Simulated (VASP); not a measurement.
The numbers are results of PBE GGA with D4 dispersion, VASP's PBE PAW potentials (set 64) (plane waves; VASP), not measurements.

VASP input:

### POSCAR
```
InSb
1
   -0.0000000000     3.2707517492     3.2707517492
    3.2707517492    -0.0000000000     3.2707517492
    3.2707517492     3.2707517492     0.0000000000
In Sb
1 1
Direct
  0.0000000000   0.0000000000   0.0000000000
  0.2500000000   0.2500000000   0.2500000000
```

File KPOINTS:
```
Automatic mesh
0
Gamma
9 9 9
0 0 0
```

### INCAR
```
! general
SYSTEM =InSb
PREC   =Accurate
ENCUT  =520   ! plane-wave cut-off (eV)
LREAL  =F   ! projection in real space or not
LASPH  =T   ! aspherical one-centre terms

! electronic loop
EDIFF  =1E-6   ! SCF stop (eV)
NELM   =100   ! most electronic steps
ALGO   =Normal   ! blocked Davidson
LMAXMIX=4   ! l cut-off of mixed one-centre charges

! smearing
ISMEAR =1
SIGMA  =0.1

! functional
GGA    =PE   ! PBE
IVDW   =13   ! D4

! ions
IBRION =2
NSW    =60   ! most ionic steps
ISIF   =3
EDIFFG =-0.01   ! ionic stop

! output
LWAVE  =F
LCHARG =F
```

POTCAR, in this order: In_d Sb (PBE.64 set). Program: vasp_std.

Output of the run:

### OUTCAR
```
 ion  position               nearest neighbor table
   1  0.000  0.000  0.000-   2 2.83   2 2.83   2 2.83   2 2.83
   2  0.250  0.250  0.250-   1 2.83   1 2.83   1 2.83   1 2.83
  LATTYP: Found a face centered cubic cell.
 ALAT       =     6.5415034984
 Subroutine PRICEL returns:
 Original cell was already a primitive cell.
 Subroutine GETGRP returns: Found 24 space group operations
The static configuration has the point symmetry T_d .
The dynamic configuration has the point symmetry T_d .
 Subroutine INISYM returns: Found 24 space group operations
 Subroutine IBZKPT returns following result:
 Found     35 irreducible k-points:

 Following reciprocal coordinates:
            Coordinates               Weight
  0.000000  0.000000  0.000000      1.000000
  0.111111  0.000000  0.000000      8.000000
  0.222222  0.000000  0.000000      8.000000
  0.333333  0.000000  0.000000      8.000000
  0.444444  0.000000  0.000000      8.000000
  0.111111  0.111111  0.000000      6.000000
  0.222222  0.111111  0.000000     24.000000
  0.333333  0.111111  0.000000     24.000000
  0.444444  0.111111  0.000000     24.000000
...
```

OSZICAR:
```
       N       E                     dE             d eps       ncg     rms          rms(c)
DAV:   1     0.111895111074E+03    0.11190E+03   -0.80459E+03   910   0.138E+03
DAV:   2     0.612822256260E+00   -0.11128E+03   -0.10888E+03   955   0.305E+02
DAV:   3    -0.683489893490E+01   -0.74477E+01   -0.73626E+01  1180   0.861E+01
DAV:   4    -0.703028075087E+01   -0.19538E+00   -0.19532E+00  1082   0.168E+01
DAV:   5    -0.703957129662E+01   -0.92905E-02   -0.92903E-02  1302   0.304E+00    0.398E+00
DAV:   6    -0.694557639553E+01    0.93995E-01   -0.17710E-01  1222   0.710E+00    0.231E+00
DAV:   7    -0.693331205661E+01    0.12264E-01   -0.74352E-02  1193   0.293E+00    0.625E-01
DAV:   8    -0.693433219737E+01   -0.10201E-02   -0.79614E-03  1158   0.122E+00    0.244E-01
DAV:   9    -0.693494073903E+01   -0.60854E-03   -0.90757E-04  1018   0.312E-01    0.756E-02
DAV:  10    -0.693502061076E+01   -0.79872E-04   -0.66987E-05  1164   0.607E-02    0.323E-02
DAV:  11    -0.693506274487E+01   -0.42134E-04   -0.74866E-05   950   0.621E-02    0.194E-02
DAV:  12    -0.693506356175E+01   -0.81688E-06   -0.10267E-06   847   0.815E-03
   1 F= -.76314061E+01 E0= -.76314550E+01  d E =-.763141E+01
       N       E                     dE             d eps       ncg     rms          rms(c)
DAV:   1    -0.693416973205E+01    0.89301E-03   -0.17263E-02  1135   0.263E+00    0.160E-01
DAV:   2    -0.693358840393E+01    0.58133E-03   -0.12734E-03  1110   0.811E-01    0.584E-02
DAV:   3    -0.693349430936E+01    0.94095E-04   -0.29693E-04  1210   0.350E-01    0.314E-02
DAV:   4    -0.693349410087E+01    0.20849E-06   -0.93022E-06   935   0.308E-02
   2 F= -.76314238E+01 E0= -.76314708E+01  d E =-.177609E-04
```

File OUTCAR:
```
------------------------ aborting loop because EDIFF is reached ----------------------------------------
  Edisp (eV):   -0.69793
  FORCE on cell =-STRESS in cart. coord.  units (eV):
  Direction    XX          YY          ZZ          XY          YZ          ZX
  --------------------------------------------------------------------------------------
  Total       0.01283     0.01283     0.01283     0.00000     0.00000     0.00000
  in kB       0.29440     0.29440     0.29440     0.00000     0.00000     0.00000
  external pressure =        0.29 kB  Pullay stress =        0.00 kB
  volume of cell :       69.84
      direct lattice vectors                 reciprocal lattice vectors
    -0.000000000  3.268531828  3.268531828    -0.152973881  0.152973881  0.152973881
     3.268531828 -0.000000000  3.268531828     0.152973881 -0.152973881  0.152973881
     3.268531828  3.268531828  0.000000000     0.152973881  0.152973881 -0.152973881
  FREE ENERGIE OF THE ION-ELECTRON SYSTEM (eV)
  ---------------------------------------------------
  free  energy   TOTEN  =        -7.6314238393 eV

  energy  without entropy=       -7.6315648442  energy(sigma->0) =       -7.63147084

 reached required accuracy - stopping structural energy minimisation
```
(Selected blocks of OUTCAR.)

File CONTCAR:
```
InSb
   1.00000000000000
    -0.0000000000000000    3.2685318284639910    3.2685318284639910
     3.2685318284639910   -0.0000000000000000    3.2685318284639910
     3.2685318284639910    3.2685318284639910    0.0000000000000000
  In              Sb
     1     1
Direct
     0.0000000000000000    0.0000000000000000    0.0000000000000000
     0.2500000000000000    0.2500000000000000    0.2500000000000000
```

The compound is InSb in the zinc blende structure. This run relaxes it. Symmetry was kept, so distortions that lower it aren't found. The start is the result of an earlier pass.
